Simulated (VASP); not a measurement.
Lu3Si in VASP: convergence with k mesh

Lu3Si:

```xyz
4
Lattice="4.5414 0.0000 0.0000 0.0000 4.5414 0.0000 0.0000 0.0000 4.5414" Properties=species:S:1:pos:R:3 pbc="T T T"
Lu    2.2707    2.2707    0.0000
Lu    2.2707    0.0000    2.2707
Lu    0.0000    2.2707    2.2707
Si    0.0000    0.0000    0.0000
```

The cell comes from a database or a generator and needn't be the stable form of this composition.

* Program: VASP 6.6.1
* Task: single point
* Functional: PBE
* Potentials or basis: VASP PAW PBE potentials, release 64 (Lu, Si)
* Cutoff: 500 eV
* k mesh: 2 × 2 × 2
* Occupations: methfessel-paxton, width 0.1 eV
* Spin: no spin polarisation

These are the settings of the first run; the series varies k mesh, with any setting tied to it.

Hardware: 1 thread of AMD EPYC 9R45 (Zen 5), with other jobs on the host.

```
      k mesh  energy less the tightest run, at zero smearing (meV/atom)  pressure (GPa)  SCF cycles  CPU time (s)  peak memory (GiB)
   2 × 2 × 2                                                      87.66           -1.59          15            18               0.17
   3 × 3 × 3                                                     -48.03           -0.53          14            18               0.17
   4 × 4 × 4                                                       4.13           -0.73          15            39               0.19
   5 × 5 × 5                                                       6.45           -0.56          14            32               0.18
   7 × 7 × 7                                                       5.87           -0.65          14            66                0.2
   8 × 8 × 8                                                      -0.66           -0.69          14           110               0.24
10 × 10 × 10                                                       0.00           -0.64          14           180               0.29
```

Against the tightest run, the energy stays within 1 meV/atom from 8 × 8 × 8 on; the pressure stays within 0.1 GPa from 4 × 4 × 4 on. Meshes of other sizes hit other points, so gaps and Fermi surfaces needn't settle smoothly. The tightest run that finished is the yardstick and may itself not be fully converged.

The run has no spin-orbit coupling, so splittings on Lu are missing.
